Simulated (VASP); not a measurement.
A run of VASP 6.6.1:

INCAR

```
  PREC = Accurate
  ENCUT = 600
  EDIFF = 1E-7
  ISMEAR = 0
  SIGMA = 0.1
  LREAL = F
  LASPH = T
  NELM = 100
  ALGO = Normal
  ISIF = 3
  LWAVE = F
  LCHARG = F
  GGA = PS
  IBRION = 2
  NSW = 70
  EDIFFG = -0.005
```

KPOINTS

```
Automatic mesh
0
Gamma
  12 12 12
```

Contents of POSCAR:

```
ScPd
1.0
    3.3160314685      0.0000000000      0.0000000000
    0.0000000000      3.3160314685      0.0000000000
    0.0000000000      0.0000000000      3.3160314685
Sc Pd
1 1
Direct
    0.5000000000      0.5000000000      0.5000000000
    0.0000000000      0.0000000000      0.0000000000
```

Potentials or basis: VASP PAW PBE potentials, release 64 (Sc_sv, Pd).

Command:

```bash
$ cat potpaw_PBE.64/Sc_sv/POTCAR potpaw_PBE.64/Pd/POTCAR > POTCAR
$ mpirun -np 1 vasp_std > vasp.out
```

Hardware: 1 thread of Intel(R) Xeon(R) Platinum 8488C (Sapphire Rapids), with other jobs on the host.

Question: How long does it take, and how much memory?

Answer: Wall time 85 s on 1 thread of Intel(R) Xeon(R) Platinum 8488C (Sapphire Rapids), with other jobs on the host, peak memory 0.21 GiB. Counts: scf iterations 33, k points 84, ion steps 3.
